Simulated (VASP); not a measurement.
VASP runs on BaZrO3 (space group Pm-3m) share one base input (LDA (Ceperley-Alder, Perdew-Zunger), plane waves, VASP's LDA PAW potentials (set 64)) and change the settings named in each case.

File POSCAR:
```
BaZrO3
1
    4.1900000000     0.0000000000     0.0000000000
    0.0000000000     4.1900000000     0.0000000000
    0.0000000000     0.0000000000     4.1900000000
Ba Zr O
1 1 3
Direct
  0.0000000000   0.0000000000   0.0000000000
  0.5000000000   0.5000000000   0.5000000000
  0.5000000000   0.0000000000   0.5000000000
  0.0000000000   0.5000000000   0.5000000000
  0.5000000000   0.5000000000   0.0000000000
```

### INCAR
```
! general
SYSTEM =BaZrO3
PREC   =Accurate
ENCUT  =400   ! plane-wave cut-off (eV)
LREAL  =.False.
LASPH  =.True.

! electronic loop
EDIFF  =1E-6   ! SCF stop (eV)
NELM   =100   ! most electronic steps
ALGO   =Normal   ! blocked Davidson
LMAXMIX=4   ! l cut-off of mixed one-centre charges

! smearing
ISMEAR =-1
SIGMA  =0.05   ! width (eV)

! ions
ISIF   =2   ! forces and stress, cell fixed

! output
LWAVE  =.False.
LCHARG =.False.
```

KPOINTS:
```
Automatic mesh
0
Gamma
6 6 6
0 0 0
```

POTCAR, in this order: Ba_sv Zr_sv O (LDA.64 set). Program: vasp_std.

| change | E(σ→0) (eV/atom) | pressure (GPa) |
|---|---|---|
| base run | -9.1556 | -7.74 |
| GGA = PS, POTCAR Ba_sv Zr_sv O (PBE.64 set) | -8.7328 | -4.22 |
| GGA_COMPAT = .FALSE., LNONCOLLINEAR = .TRUE., LSORBIT = .TRUE., MAGMOM = 0.0 0.0 0.0 0.0 0.0 0.0 0.0 0.0 0.0 0.0 0.0 0.0 0.0 0.0 0.0, program vasp_ncl | -9.2098 | -7.74 |
| KPOINTS 3×3×3 Γ-centred mesh | -9.1425 | -7.45 |
| LDAU = .TRUE., LDAUJ = 0 0 0, LDAUL = -1 2 -1, LDAUTYPE = 2, LDAUU = 0 2.0 0 | -8.9160 | -5.70 |
 Energies of different potentials or functionals have different zeros.  Unless said otherwise, spin-orbit coupling is left out, though it shifts the bands of the heavy elements here. At 400 eV the pressure can carry a Pulay error.

Left out are runs that ran out of time, are held back, or changed the cell or the kind of run, fixed moments of cells without a moment, rows past the twelfth, gaps on odd meshes, pressures of charged cells and columns that move by less than the noise.

The structure is a typed BaZrO3 crystal (Pm-3m). The cell was not relaxed at this level.
